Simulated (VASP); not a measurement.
**Ni: single point with PBE**

Crystal: Ni.

```xyz
1
Lattice="0.0000 1.7412 1.7412 1.7412 0.0000 1.7412 1.7412 1.7412 0.0000" Properties=species:S:1:pos:R:3 pbc="T T T"
Ni    0.0000    0.0000    0.0000
```

The cell isn't the ideal one: a relaxed cell with its volume scaled by 0.97.

- Program: VASP 6.6.1
- Task: single point
- Functional: PBE
- Potentials or basis: VASP PAW PBE potentials, release 64 (Ni)
- Cutoff: 520 eV
- k mesh: 20 × 20 × 20
- Occupations: methfessel-paxton, width 0.2 eV
- Spin: collinear spin, ferromagnetic start
- Starting moments: [0.8] μB

```yaml
Pressure: 6.5 GPa
Band_gap_on_the_k_mesh: none (metal or under the smearing width)
Net_moment: 0.63 μB per cell
Site_moments: Ni +0.64 μB
Valence_electrons_inside_the_program's_atomic_spheres: Ni 9.37
```

Levels at points of the mesh, in eV from the Fermi level:
Spin up:
```tsv
k point	band 3	band 4	band 5	band 6	band 7	band 8
(0.00, 0.00, 0.00)	-2.51	-2.51	-1.28	-1.28	23.98	28.08
(0.50, 0.00, 0.00)	-2.50	-0.60	-0.60	-0.35	5.88	22.46
(0.50, 0.50, 0.00)	-0.54	-0.46	-0.46	2.47	9.49	15.11
```
Spin down:
```csv
k point,band 3,band 4,band 5,band 6,band 7,band 8
"(0.00, 0.00, 0.00)",-1.76,-1.76,-0.70,-0.70,23.82,28.06
"(0.50, 0.00, 0.00)",-1.88,-0.40,0.16,0.16,6.31,22.32
"(0.50, 0.50, 0.00)",0.07,0.41,0.41,2.43,9.74,15.12
```

It took 44 s on 1 thread of Intel(R) Xeon(R) Platinum 8259CL CPU @ 2.50GHz (Skylake/Cascade Lake), with other jobs on the host, peak memory 0.15 GiB.
